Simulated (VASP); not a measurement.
# BiP (P4/nmm) in VASP: further runs, part 2 of 2

VASP 6.6.1. The steps go on from the part before.

## 3. Single point, PBE+D3(BJ) (sheets of the MnSb type stacked, one a cell (P4/nmm, No. 129))

The input, INCAR:

```
SYSTEM = BiP
PREC = Accurate
ENCUT = 520
EDIFF = 1E-6
ISMEAR = 0
SIGMA = 0.1
LREAL = .FALSE.
LASPH = .TRUE.
NELM = 80
ALGO = Normal
ISIF = 2
LWAVE = .FALSE.
LCHARG = .TRUE.
GGA = PE
IVDW = 12
LELF = .TRUE.
LVHAR = .TRUE.
NBANDS = 28
```

The input, KPOINTS:

```
regular mesh
0
G
  4 4 4
  0 0 0
```

The input, POSCAR:

```
BiP
1.0
    5.0259055805      0.0000000000      0.0000000000
    0.0000000000      5.0259055805      0.0000000000
    0.0000000000      0.0000000000      3.8152622984
Bi P
2 2
Direct
    0.0000000000      0.0000000000      0.0000000000
    0.5000000000      0.5000000000      0.0000000000
    0.0000000000      0.5000000000      0.3517272609
    0.5000000000      0.0000000000      0.6482727391
```

Potentials or basis: VASP PAW PBE potentials, release 64 (Bi_d, P).

The run is started by

```bash
> cat potpaw_PBE.64/Bi_d/POTCAR potpaw_PBE.64/P/POTCAR > POTCAR
> mpirun -np 1 vasp_std > vasp.out
```

OUTCAR:

```text
SYSTEM = BiP
   PREC = Accurate
   ENCUT = 520
   EDIFF = 1E-6
   ISMEAR = 0
   LREAL = .FALSE.
   LASPH = .TRUE.
   NELM = 80
   ISIF = 2
   GGA = PE
   IVDW = 12
 IVDW          = 12

 ion  position               nearest neighbor table
   1  0.000  0.000  0.000-   3 2.85   4 2.85   3 2.85   4 2.85   2 3.55   2 3.55   2 3.55   2 3.55

   2  0.500  0.500  0.000-   3 2.85   4 2.85   4 2.85   3 2.85   1 3.55   1 3.55   1 3.55   1 3.55

   3  0.000  0.500  0.352-   1 2.85   2 2.85   1 2.85   2 2.85
   4  0.500  0.000  0.648-   1 2.85   2 2.85   2 2.85   1 2.85

  LATTYP: Found a simple tetragonal cell.
 ALAT       =     5.0259055805
 C/A-ratio  =     0.7591193741

  Lattice vectors:

 A1 = (   5.0259055805,   0.0000000000,   0.0000000000)
 A2 = (   0.0000000000,   5.0259055805,   0.0000000000)
 A3 = (   0.0000000000,   0.0000000000,   3.8152622984)

Analysis of symmetry for initial positions (statically):
=====================================================================
 Subroutine PRICEL returns:
 Original cell was already a primitive cell.

 Routine SETGRP: Setting up the symmetry group for a
 simple tetragonal supercell.

 Subroutine GETGRP returns: Found 16 space group operations
[... 168 lines left out ...]
 val. band max:        7.6290350704   @ k =   0.5000   0.5000   0.0000
 cond. band min:       7.8472432889   @ k =   0.2500   0.2500   0.0000
 fundamental gap:      0.2182082185
 Fermi energy:         7.8210699790

 k-point     1 :       0.0000    0.0000    0.0000
  band No.  band energies     occupation
      1     -15.5196      2.00000
      2     -15.4927      2.00000
      3     -15.4839      2.00000
      4     -15.4328      2.00000
      5     -15.4328      2.00000
      6     -15.4211      2.00000
[... 547 lines left out ...]
     27      14.6732      0.00000
     28      14.6732      0.00000

------------------------ aborting loop because EDIFF is reached ----------------------------------------

 Edisp (eV)   -1.84000

 E8    (eV) :    -0.8259

  FORCE on cell =-STRESS in cart. coord.  units (eV):
  Direction    XX          YY          ZZ          XY          YZ          ZX
  --------------------------------------------------------------------------------------
  -------------------------------------------------------------------------------------
  Total      -0.01199    -0.01199    -0.03174     0.00000     0.00000     0.00000
  in kB      -0.19940    -0.19940    -0.52766     0.00000     0.00000     0.00000
  external pressure =       -0.31 kB  Pullay stress =        0.00 kB

 VOLUME and BASIS-vectors are now :
 -----------------------------------------------------------------------------
  energy-cutoff  :      520.00
  volume of cell :       96.37
      direct lattice vectors                 reciprocal lattice vectors
     5.025905580  0.000000000  0.000000000     0.198969118  0.000000000  0.000000000
     0.000000000  5.025905580  0.000000000     0.000000000  0.198969118  0.000000000
     0.000000000  0.000000000  3.815262298     0.000000000  0.000000000  0.262105177

 POSITION                                       TOTAL-FORCE (eV/Angst)
 -----------------------------------------------------------------------------------
      0.00000      0.00000      0.00000         0.000000      0.000000      0.000000
      2.51295      2.51295      0.00000        -0.000000      0.000000      0.000000
      0.00000      2.51295      1.34193        -0.000000      0.000000     -0.002591
      2.51295      0.00000      2.47333         0.000000      0.000000      0.002591
 -----------------------------------------------------------------------------------
    total drift:                               -0.000000     -0.000000     -0.000000

  FREE ENERGIE OF THE ION-ELECTRON SYSTEM (eV)
  ---------------------------------------------------
  free  energy   TOTEN  =       -18.9315245643 eV

  energy  without entropy=      -18.9227292008  energy(sigma->0) =      -18.92712688
```

Wall time 26 s (1 thread of Intel Xeon Platinum 8559C (Emerald Rapids), shared host); peak memory 0.21 GiB.

What came out:

* Free energy: -18.9315 eV
* Pressure: 0.0 GPa
* Band gap on the k mesh: none (metal or under the smearing width)
* Dispersion energy per atom: -0.460 eV

Forces in eV/Å, atoms in the order of the input:
```
Bi   0.000  0.000  0.000
Bi   0.000  0.000  0.000
P    0.000  0.000 -0.003
P    0.000  0.000  0.003
```

Caveat: the k mesh is coarse (spacing up to 0.41 Å⁻¹), so the values aren't converged; spin-orbit coupling is left out, which moves the levels of the heavy elements; pairwise dispersion overbinds metals, which lowers pressure and volume.

## 4. Relaxation of cell and atoms, PBE+D3(BJ) (sheets of the MnSb type stacked, one a cell (P4/nmm, No. 129))

The input, INCAR:

```
SYSTEM = BiP
ALGO = Normal
EDIFF = 1E-6
EDIFFG = -0.04
ENCUT = 600
GGA = PE
IBRION = 2
ISIF = 3
ISMEAR = 0
IVDW = 12
LASPH = .TRUE.
LCHARG = .FALSE.
LREAL = .FALSE.
LWAVE = .FALSE.
NELM = 100
NSW = 90
PREC = Accurate
SIGMA = 0.1
```

The input, KPOINTS:

```
k-points
0
G
  4 4 4
  0 0 0
```

The input, POSCAR:

```
BiP
1.0
    4.4000260900      0.0000000000      0.0000000000
    0.0000000000      4.4000260900      0.0000000000
    0.0000000000      0.0000000000      6.1759631600
Bi P
2 2
Direct
    0.0000000000      0.0000000000      0.0000000000
    0.5000000000      0.5000000000      0.0000000000
    0.0000000000      0.5000000000      0.2449790500
    0.5000000000      0.0000000000      0.7550209500
```

The run is started by

```bash
> cat potpaw_PBE.64/Bi_d/POTCAR potpaw_PBE.64/P/POTCAR > POTCAR
> mpirun -np 1 vasp_std > vasp.out
```

It took 16 min on 1 thread of Intel Xeon Platinum 8559C (Emerald Rapids), shared host; peak memory 0.29 GiB.

It converged, with:

```
Free energy                            : -18.9124 eV
Relaxed volume                         : 23.67 Å³/atom
Relaxed cell                           : a = 5.428 Å, b = 5.428 Å, c = 3.214 Å, α = 90.00°, β = 90.00°, γ = 90.00°
Space group after relaxing (to 0.05 Å) : P4/nmm (No. 129)
Energy gained by relaxing              : 741.0 meV/atom
Ionic steps                            : 39
Pressure after relaxing                : 0.1 GPa
Band gap on the k mesh                 : none (metal or under the smearing width)
Dispersion energy per atom             : -0.470 eV
```

Stress tensor (GPa, compression positive):
```
 0.14  0.00  0.00
 0.00  0.14  0.00
 0.00  0.00 -0.01
```

Step by step:
```csv
step,energy change (eV),largest force (eV/Å),pressure (GPa),volume (Å³)
1,0.0000,1.9135,15.37,119.57
2,-0.7517,1.3333,-6.04,175.37
3,-1.4619,0.4322,-0.87,147.87
4,-1.4621,0.4021,-0.68,147.27
5,-1.5998,0.3659,-0.87,145.09
6,-1.9185,0.0360,-1.68,137.44
7,-2.3470,0.1836,-3.48,116.90
8,-2.4476,0.5121,-0.58,108.14
9,-2.4556,0.6553,0.56,105.51
10,-2.5253,0.8669,1.08,102.64
11,-2.6542,0.7486,2.56,97.50
12,-2.7123,0.3905,8.77,86.92
13,-2.6993,0.6769,4.23,94.19
14,-2.7742,0.5203,6.08,90.58
15,-2.7682,0.4719,7.33,88.76
16,-2.7771,0.4995,6.64,89.73
17,-2.7900,0.4653,6.66,89.41
18,-2.7922,0.3563,6.83,88.60
19,-2.7969,0.4070,6.75,88.95
20,-2.8136,0.3931,6.28,89.36
21,-2.8570,0.3515,4.95,90.57
22,-2.9153,0.2713,2.50,93.03
23,-2.9285,0.1266,-1.58,98.07
24,-2.9387,0.1802,-0.11,96.09
25,-2.9387,0.1843,0.00,95.95
26,-2.9392,0.1836,0.00,95.94
27,-2.9406,0.1816,0.01,95.94
28,-2.9433,0.1769,-0.02,95.92
29,-2.9478,0.1658,-0.01,95.89
30,-2.9530,0.1378,-0.04,95.82
31,-2.9490,0.0768,-0.03,95.67
32,-2.9539,0.1181,-0.04,95.78
33,-2.9552,0.1080,-0.07,95.76
34,-2.9586,0.0779,-0.19,95.71
35,-2.9625,0.0176,-0.41,95.60
36,-2.9588,0.1027,-0.77,95.39
37,-2.9630,0.0127,-0.48,95.55
38,-2.9640,0.0075,-0.24,95.15
39,-2.9642,0.0013,0.09,94.69
```

Final structure:
```xyz
4
Lattice="5.4277 0.0000 0.0000 0.0000 5.4277 0.0000 0.0000 0.0000 3.2141" Properties=species:S:1:pos:R:3 pbc="T T T"
Bi    0.0000    0.0000    0.0000
Bi    2.7138    2.7138    0.0000
P     0.0000    2.7138    0.9297
P     2.7138    0.0000    2.2844
```

Levels at points of the mesh, in eV from the Fermi level:
| k point | band 16 | band 17 | band 18 | band 19 | band 20 | band 21 | band 22 | band 23 | band 24 |
| --- | --- | --- | --- | --- | --- | --- | --- | --- | --- |
| (0.00, 0.00, 0.00) | -6.43 | -3.58 | -3.58 | 0.84 | 1.36 | 2.67 | 2.71 | 4.55 | 4.77 |
| (0.50, 0.00, 0.00) | -5.30 | -1.85 | -1.85 | 0.51 | 0.51 | 1.71 | 1.71 | 3.75 | 3.75 |
| (0.50, 0.50, 0.00) | -1.61 | -0.63 | -0.63 | -0.57 | -0.57 | -0.24 | -0.24 | 1.23 | 1.23 |
| (0.00, 0.00, 0.50) | -4.13 | -4.13 | -3.68 | -2.69 | -2.69 | -2.25 | -1.24 | 1.29 | 1.29 |
| (0.50, 0.00, 0.50) | -4.98 | -3.32 | -3.32 | -3.30 | -3.30 | 0.53 | 0.53 | 0.70 | 0.70 |
| (0.50, 0.50, 0.50) | -5.49 | -5.00 | -5.00 | 0.24 | 0.24 | 1.14 | 1.14 | 1.87 | 1.87 |

Caveat: the volume moved by over 15 % at a fixed basis, so the end points are rough; spin-orbit coupling is left out, which moves the levels of the heavy elements.

## 5. Summary

```csv
task,cell,cutoff (eV),mesh quality,gap on the mesh (eV),pressure (GPa)
single point,"sheets of the MnSb type stacked, one a cell (P4/nmm, No. 129)",520,not flagged,none,15.3
single point,"sheets of the MnSb type stacked, one a cell (P4/nmm, No. 129)",520,coarse,none,0.0
relaxation of cell and atoms,"relaxed from: sheets of the MnSb type stacked, one a cell (P4/nmm, No. 129)",600,not flagged,none,0.1
```

Alike in all rows: level PBE+D3(BJ); potentials or basis VASP PAW PBE potentials, release 64 (Bi_d, P); no spin polarisation; k mesh 4 × 4 × 4; smearing gaussian 0.1 eV.

Caveats: some runs use coarse meshes; spin-orbit coupling is left out, which moves the levels of the heavy elements; so large a pressure means that the cell lies far from this level's equilibrium, or that cutoff or potentials fall short (some runs); forces of over 1 eV/Å show positions far from the minimum, so gaps and moduli don't describe the material at rest (some runs); pairwise dispersion overbinds metals, which lowers pressure and volume (some runs); the volume moved by over 15 % at a fixed basis, so the end points are rough (some runs).

Absolute energies hang on the potentials; compare differences alone.
